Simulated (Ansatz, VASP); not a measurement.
# Cross-check of AlNi between VASP and Ansatz, part 2 of 2

Wanted: the spread between two codes on one cell, functional and k mesh. The cell is taken from a series of runs on this material, whose earlier steps may have relaxed, scaled, displaced or heated it; both programs get it as it stands.

VASP 6.6.1 and Ansatz 0.2.0.

So far: The starting structure; VASP: zone-centre phonons, LDA, pair 1; Ansatz: zone-centre phonons, LDA, pair 1; Differences.

## Step 5: Ansatz: zone-centre phonons, LDA, pair 2

Level of this step: Ansatz beside VASP: Kohn-Sham DFT, plane waves, LDA (Ansatz).

Second derivatives magnify differences that forces hide, and they need a tight electronic threshold. The cell compared in this pair holds 21.80 Å³, against 21.35 Å³ for the pair before.

The cell is taken from a series of runs on this material, whose earlier steps may have relaxed, scaled, displaced or heated it; both programs get it as it stands.

input.yaml

```yaml
crystal:
  lattice:
    - [2.793642788, 0.0, 0.0]
    - [0.0, 2.793642788, 0.0]
    - [0.0, 0.0, 2.793642788]
  atoms:
    - { symbol: Al, position: [0.0, 0.0, 0.0] }
    - { symbol: Ni, position: [0.5, 0.5, 0.5] }
kpoints:
  mp_grid: { grid: [16, 16, 16] }
hamiltonian:
  xc: lda
  pseudopotentials: { kind: paw, azcp: { folder: soft_1 }, xc_functional: pbe }
scf:
  occupations: { method: methfessel_paxton, width: 0.2 }
output:
  eigenvalues: true
phonons:
  method: dfpt
```

Run with:

```
ansatz run input.yaml --threads 4 --pin off --max-ram 10240MiB --backend cpu --events-out ev --progress --plain --runs-dir out
```

Numbers of over 12 decimals in the logs are rounded to 6 here.

What it wrote:

```text
[...]
Crystal: 2 atoms, lattice volume = 21.803 Å³
Basis set: ecut = 420 eV, 437 PW (Γ), exchange–correlation on 40×40×40 points (8 copies of the dense FFT grid, shifted against one another)
Bands: 15, of which v1, the nominal top of the filled ones, is band 11 counted from 1 (10 counted from 0)
Symmetry: 48 space group operations
k-points: 405 of 4096 (irreducible under 8 space group operations, time reversal used)
[...]
k-point 2: bands = [... 7 lower, 13.2810, 13.2810, 13.4314, 18.7477, 21.4174, 21.4174, 23.6370, 25.6397]
  k-point 404: bands = [... 7 lower, 14.0581, 14.0581, 17.0760, 17.0760, 17.0760, 19.6040, 20.0898, 20.0898]
[...]
ASR residual: 1.528e-4 → 0.000e0 eV/Å²; symmetrization residual: 3.666e-7 eV/Å²
  ASR residual per site (eV/Å²): 3.57e-5 1.53e-4
  Γ frequencies (cm⁻¹): 0.00 0.00 0.00 332.69 332.69 332.69
[...]
[key lines of the parts left out:]
SCF converged after 8 iterations
Free energy (F): -6287.651847 eV
Fermi energy:    15.164799 eV
```

## Step 6: VASP: zone-centre phonons, LDA, pair 2

The same cell, functional (in two slightly different forms), mesh and smearing now go to VASP, with its own data sets.

INCAR

```
SYSTEM = AlNi
PREC = Accurate
ENCUT = 600
EDIFF = 1E-08
NELM = 120
ISMEAR = 1
SIGMA = 0.2
LREAL = .FALSE.
ALGO = Normal
GGA = PW92
NBANDS = 12
LASPH = .TRUE.
LORBIT = 11
LWAVE = .FALSE.
LCHARG = .FALSE.
ISIF = 2
IBRION = 8
GGA_COMPAT = .FALSE.
KPAR = 2
```

POSCAR

```
AlNi
1.0
    2.7936427880      0.0000000000      0.0000000000
    0.0000000000      2.7936427880      0.0000000000
    0.0000000000      0.0000000000      2.7936427880
Al Ni
1 1
Direct
    0.0000000000      0.0000000000      0.0000000000
    0.5000000000      0.5000000000      0.5000000000
```

KPOINTS

```
Automatic mesh
0
Gamma
16 16 16
0 0 0
```

Potentials, in the order of the species: Al and Ni (LDA family, release 64).

Run with:

```
mpirun -np 2 vasp_std
```

What it wrote:

```text
[banner, memory and clock lines left out]
running    2 mpi-ranks, on    1 nodes
[...]
[... a notice as in an earlier step ...]

 LDA part: xc-table for (Slater(with rela. corr.)+PW92), standard interpolation
 POSCAR, INCAR and KPOINTS ok, starting setup
[...]
entering main loop
       N       E                     dE             d eps       ncg     rms          rms(c)
DAV:   1     0.447397158718E+02    0.44740E+02   -0.63038E+03  4000   0.133E+03
DAV:   2    -0.117643734329E+02   -0.56504E+02   -0.52261E+02  4064   0.214E+02
DAV:   3    -0.136103808664E+02   -0.18460E+01   -0.18259E+01  4748   0.446E+01
DAV:   4    -0.136341789436E+02   -0.23798E-01   -0.23788E-01  4476   0.457E+00
[...]
DAV:  12    -0.121640658532E+02    0.58173E-06   -0.24291E-06  5208   0.267E-02    0.432E-03
DAV:  13    -0.121640657406E+02    0.11256E-06   -0.40993E-07  5816   0.668E-03    0.181E-03
DAV:  14    -0.121640657410E+02   -0.37426E-09   -0.15221E-08  2768   0.113E-03
   1 F= -.12164066E+02 E0= -.12164376E+02  d E =0.930435E-03
[...]
RMM:   7    -0.566698473804E-02   -0.61766E-07   -0.17933E-08 15300   0.111E-03    0.601E-04
RMM:   8    -0.566714839535E-02   -0.16366E-06   -0.27697E-09 17038   0.333E-04    0.232E-04
RMM:   9    -0.566715334083E-02   -0.49455E-08   -0.89744E-10 16809   0.129E-04    0.216E-05
 first order change of Fermi-energy  -0.56927E-04
 force on displaced ion       1 direction 1 :  -7.619   0.000  -0.000
 Linear response progress:
  Degree of freedom:   2/  2
       N       E                     dE             d eps       ncg     rms          rms(c)
RMM:   1    -0.187843776725E+00   -0.18784E+00   -0.98480E-02 14232   0.271E+00
RMM:   2    -0.186451021601E+00    0.13928E-02   -0.18405E-03 14425   0.530E-01    0.136E-01
RMM:   3    -0.186436848138E+00    0.14173E-04   -0.14151E-04 15458   0.104E-01    0.801E-02
RMM:   4    -0.186850415177E+00   -0.41357E-03   -0.19533E-04 16595   0.109E-01    0.579E-03
[...]
RMM:  10    -0.186813544740E+00    0.23954E-06   -0.18636E-09 17352   0.104E-04    0.149E-05
RMM:  11    -0.186813595060E+00   -0.50320E-07   -0.20344E-09 17408   0.614E-05    0.220E-06
RMM:  12    -0.186813603524E+00   -0.84637E-08   -0.18574E-09 18153   0.403E-05    0.128E-06
 first order change of Fermi-energy   0.25205E-02
 force on displaced ion       2 direction 1 :  -7.597   0.000  -0.000
 Linear response finished
```

OUTCAR, selected parts (step 6):

```text
  Total        1.1608953      1.1608953      1.1608953      0.0000000     -0.0000000      0.0000000
  in kB       85.3082454     85.3082454     85.3082454      0.0000000     -0.0000000      0.0000000
  external PRESSURE =      85.3082454 kB  Pullay stress =       0.0000000 kB

 POSITION                                       TOTAL-FORCE (eV/Angst)
 -----------------------------------------------------------------------------------
      0.00000      0.00000      0.00000         0.000000      0.000000      0.000000
      1.39682      1.39682      1.39682         0.000000      0.000000      0.000000
 -----------------------------------------------------------------------------------
    total drift:                                0.000000      0.000000     -0.000000

[... 1 part as in an earlier step ...]

[... 1 further part left out ...]
```

## Step 7: Comparison

What differs besides the data sets and the points named for the pairs above, as far as they apply: the data sets hold 21 valence electrons in Ansatz (on its PAW soft_1 files) and 13 in VASP. Total energies have different zeros and are not compared.

Both answers:

| quantity | Ansatz | VASP | difference |
| --- | --- | --- | --- |
| optical mode 1 to 3 (cm⁻¹) | 332.7 | 334.6 | -0.59 % |

Modes are paired by rising frequency, not by their patterns, so a pair may set unlike modes beside each other; they are those without the splitting of longitudinal modes.

## Step 8: Outcome

```yaml
r_m_s_difference_of_the_optical_zone_centre_modes_each_program_s_sorted_by_frequency_zone_centre_phonons_lda_pair_1: 2.2 cm⁻¹
difference_in_optical_mode_1_to_3_zone_centre_phonons_lda_pair_1: -0.6 %
r_m_s_difference_of_the_optical_zone_centre_modes_each_program_s_sorted_by_frequency_zone_centre_phonons_lda_pair_2: 2.0 cm⁻¹
difference_in_optical_mode_1_to_3_zone_centre_phonons_lda_pair_2: -0.6 %
```

What this shows: The r.m.s. difference of the optical zone-centre modes, each program's sorted by frequency is 2.2 cm⁻¹ (zone-centre phonons, LDA, pair 1). The data sets hold unlike numbers of valence electrons (21 in Ansatz and 13 in VASP), so part of the differences comes from the potentials. Among the rows given in per cent, the largest difference of the zone-centre phonons, LDA, pair 1 pair is in optical mode 1 to 3, -0.6 %. Among the rows given in per cent, the largest difference of the zone-centre phonons, LDA, pair 2 pair is in optical mode 1 to 3, -0.6 %. Such differences can come from data sets, numerical settings and the points named under the comparisons, not from the functional's error against experiment.

[Lines on the potential files, build, host, timing and source positions are cut from VASP's logs without a mark.]

[Logs are printed without paths, hosts, clocks, repeated set-up lines and the standing remarks that a program may print on its own settings, such as how far it seeks lower states.]

[Hosts, paths, dates, database ids (printed as entryN), source tags and the programs' standing remarks are cut or masked in the printed files.]
